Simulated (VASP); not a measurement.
Given:

```
Li2O
1.0
    4.32306     0.00000     0.00000
    0.00000     4.32306     0.00000
    0.00000     0.00000     4.32306
Li O
4 2
Direct
  0.75000   0.75000   0.75000
  0.75000   0.25000   0.25000
  0.25000   0.75000   0.25000
  0.25000   0.25000   0.75000
  0.00000   0.00000   0.00000
  0.50000   0.50000   0.50000
```

Computed with PBE GGA, VASP's PBE PAW potentials (set 64) (plane waves; VASP). Run with 400 eV cut-off, 4×4×4 Γ-centred mesh, Fermi-Dirac smearing of 0.14 eV, potentials Li_sv O.

### Question
Give the energies of bands 7 to 15 at the high-symmetry points, in eV from the valence-band maximum.

### Answer

| band | Γ | X | M | R |
|---|---|---|---|---|
| 7 | -0.43 | -1.05 | -1.39 | -1.46 |
| 8 | -0.43 | -1.05 | -1.39 | -1.46 |
| 9 | -0.43 | -0.80 | -0.49 | -1.46 |
| 10 | -0.40 | -0.80 | -0.49 | -0.32 |
| 11 | -0.40 | 0.00 | -0.41 | -0.32 |
| 12 | -0.40 | 0.00 | -0.41 | -0.32 |
| 13 | 2.51 | 4.54 | 5.38 | 6.00 |
| 14 | 4.59 | 4.54 | 5.38 | 6.00 |
| 15 | 4.59 | 6.56 | 6.17 | 6.00 |

The gap is indirect, 2.51 eV, from the valence maximum at X to the conduction minimum at Γ.

The structure was generated: Li2O was put into an ordered model structure, which need not be its known phase. The cell was not relaxed at this level.
